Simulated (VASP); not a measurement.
Input:

```
CELL_PARAMETERS angstrom
      3.18832     0.00000     0.00000
     -1.59416     2.76117     0.00000
      0.00000     0.00000     5.29007
ATOMIC_POSITIONS crystal
  B  0.66667 0.33333 0.50041
  B  0.33333 0.66667 0.00041
  P  0.66667 0.33333 0.87459
  P  0.33333 0.66667 0.37459
```

Method: LDA (Ceperley-Alder, Perdew-Zunger), VASP's LDA PAW potentials (set 64) (plane waves; VASP). Numerical set-up: 400 eV cut-off, 10×10×5 Γ-centred mesh, Gaussian smearing of 0.010 eV, potentials B P.

**Question.** Give the energies of bands 3 to 11 at the high-symmetry points, in eV from the valence-band maximum.

**Answer.** 
| band | Γ | M | K | A | L | H |
|---|---|---|---|---|---|---|
| 3 | -9.35 | -8.54 | -7.53 | -5.23 | -9.00 | -8.64 |
| 4 | -2.11 | -7.22 | -7.29 | -5.23 | -9.00 | -8.64 |
| 5 | -2.11 | -6.41 | -7.29 | -1.28 | -3.44 | -6.51 |
| 6 | -0.44 | -4.35 | -5.03 | -1.28 | -3.44 | -6.51 |
| 7 | 0.00 | -4.26 | -5.03 | -1.28 | -3.33 | -2.85 |
| 8 | 0.00 | -2.06 | -4.82 | -1.28 | -3.33 | -2.85 |
| 9 | 2.72 | 1.12 | 0.91 | 3.67 | 2.11 | 3.13 |
| 10 | 2.72 | 3.70 | 7.29 | 3.67 | 2.11 | 3.13 |
| 11 | 3.17 | 4.45 | 7.29 | 4.13 | 2.66 | 4.77 |

The gap is indirect, 0.90 eV, from the valence maximum at Γ to the conduction minimum at K.

The structure comes from a computed database's BP entry (P6_3mc); how it stands against other phases isn't given here. The cell was not relaxed at this level.
